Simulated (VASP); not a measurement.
Write the native input for VASP 6.6.1 that does the following.

```
Task                   : single point
Functional             : LDA
Potentials or basis    : VASP PAW LDA potentials, release 64 (Cu, Pt)
Cutoff                 : 520 eV
k mesh                 : 18 × 18 × 18
Occupations            : gaussian, width 0.1 eV
Spin                   : no spin polarisation
Dipole correction      : no
Further INCAR settings : ALGO = Fast; EDIFF = 1e-06; NBANDS = 18
```

The structure of CuPt lies in POSCAR:

```
CuPt
1.0
    1.3416024258      0.7745745217      4.1912427630
   -1.3416024258      0.7745745217      4.1912427630
    0.0000000000     -1.5491490433      4.1912427630
Cu Pt
1 1
Direct
    0.0000000000      0.0000000000      0.0000000000
    0.5000000000      0.5000000000      0.5000000000
```

The cell comes from a database or a generator and needn't be the stable form of this composition.

The cell isn't the ideal one: relaxed again under DFT LDA, scalar-relativistic, plane waves, PAW.

One way to write it, as run:

INCAR

```
ALGO     = Fast           # electronic algorithm
EDIFF    = 1E-6           # SCF threshold, eV
ENCUT    = 520            # plane-wave cutoff, eV
ISIF     = 2              # what is computed and relaxed
ISMEAR   = 0              # smearing method
LASPH    = True           # aspherical terms in the spheres
LCHARG   = False          # write CHGCAR
LREAL    = False          # projectors in reciprocal space
LWAVE    = False          # write WAVECAR
NBANDS   = 18             # bands
NELM     = 100            # most SCF steps
PREC     = Accurate       # precision mode
SIGMA    = 0.1            # smearing width, eV
```

KPOINTS

```
k-points
0
Gamma
  18 18 18
```

Potentials or basis: VASP PAW LDA potentials, release 64 (Cu, Pt).

Command:

```console
$ cat potpaw_LDA.64/Cu/POTCAR potpaw_LDA.64/Pt/POTCAR > POTCAR
$ mpirun -np 1 vasp_std > vasp.out
```

Results of the run:

| Item | Value |
| --- | --- |
| Pressure | 0.5 GPa |
| Band gap on the k mesh | none (metal or under the smearing width) |

Run time: 11 min on 1 thread of Intel(R) Xeon(R) Platinum 8559C (Emerald Rapids) (shared host), peak memory 0.43 GiB.
